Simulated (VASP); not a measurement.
Input:

```
CELL_PARAMETERS angstrom
      0.00000     3.16000     3.16000
      3.16000     0.00000     3.16000
      3.16000     3.16000     0.00000
ATOMIC_POSITIONS crystal
  Sn 0.00000 0.00000 0.00000
  Te 0.50000 0.50000 0.50000
```

All values below come from LDA (Ceperley-Alder, Perdew-Zunger), VASP's LDA PAW potentials (set 64) (plane waves; VASP). Run with 400 eV cut-off, 7×7×7 Γ-centred mesh, Gaussian smearing of 0.050 eV, potentials Sn_d Te.

Energy and stress use the plane-wave basis of the starting cell.

Q: The ions, cell shape and volume are relaxed. Which structure does the run end with?

A: 
```
CELL_PARAMETERS angstrom
      0.00000     3.11732     3.11732
      3.11732     0.00000     3.11732
      3.11732     3.11732     0.00000
ATOMIC_POSITIONS crystal
  Sn 0.00000 0.00000 0.00000
  Te 0.50000 0.50000 0.50000
```
Space group Fm-3m (225), at a tolerance of 0.03 Å.

Q: How do energy and volume change from the first to the last step?

A: The energy (σ→0) changes by -7.8 meV/atom and the volume by -4.0 %, in 3 ionic steps.

The compound is SnTe in the rock salt structure, which distorts at low temperature. This run relaxes it. Symmetry was kept, so distortions that lower it aren't found.
